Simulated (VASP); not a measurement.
An input for Quantum ESPRESSO's pw.x (written as the equivalent of a VASP run, and not itself run):

```
&CONTROL
  calculation = 'scf'
  pseudo_dir = './pseudo'
  outdir = './out'
  tprnfor = .true.
  tstress = .true.
/
&SYSTEM
  ibrav = 0
  nat = 2
  ntyp = 2
  ecutwfc = 82
  occupations = 'smearing'
  smearing = 'gaussian'
  degauss = 0.003675
  input_dft = 'pz'
/
&ELECTRONS
  conv_thr = 7.3e-09
  electron_maxstep = 100
/
ATOMIC_SPECIES
  Si 28.085 Si.upf
  C 12.011 C.upf
CELL_PARAMETERS angstrom
     0.0000000    2.1657861    2.1657861
     2.1657861    0.0000000    2.1657861
     2.1657861    2.1657861    0.0000000
ATOMIC_POSITIONS crystal
  Si   0.0000000  0.0000000  0.0000000
  C    0.2500000  0.2500000  0.2500000
K_POINTS automatic
  10 10 10 0 0 0
```

Q: Translate this input to VASP (INCAR, KPOINTS, POSCAR, choice of POTCAR).

A: One answer among several that fit: 
**POSCAR**
```
SiC
1.0
  0.0000000000   2.1657860688   2.1657860688
  2.1657860688   0.0000000000   2.1657860688
  2.1657860688   2.1657860688   0.0000000000
Si C
1 1
direct
  0.0000000000   0.0000000000   0.0000000000
  0.2500000000   0.2500000000   0.2500000000
```

### INCAR
```
SYSTEM = SiC
PREC = Accurate
ENCUT = 520
EDIFF = 1E-7
NELM = 100
ALGO = Normal
LREAL = .FALSE.
LASPH = .TRUE.
ISMEAR = 0
SIGMA = 0.05
LWAVE = .FALSE.
LCHARG = .FALSE.
ISIF = 2
```

**KPOINTS**
```
Automatic mesh
0
Gamma
10 10 10
0 0 0
```

POTCAR, in this order: Si C (LDA.64 set). Program: vasp_std.

Limits of the translation: the potentials are each code's own (VASP's PAW set, PseudoDojo norm-conserving files in pw.x), so ENCUT and ecutwfc are chosen apart and not converted; conv_thr bounds pw.x's estimated SCF error, while EDIFF bounds the energy change between steps.

The compound is SiC in the zinc blende structure. It was relaxed first.
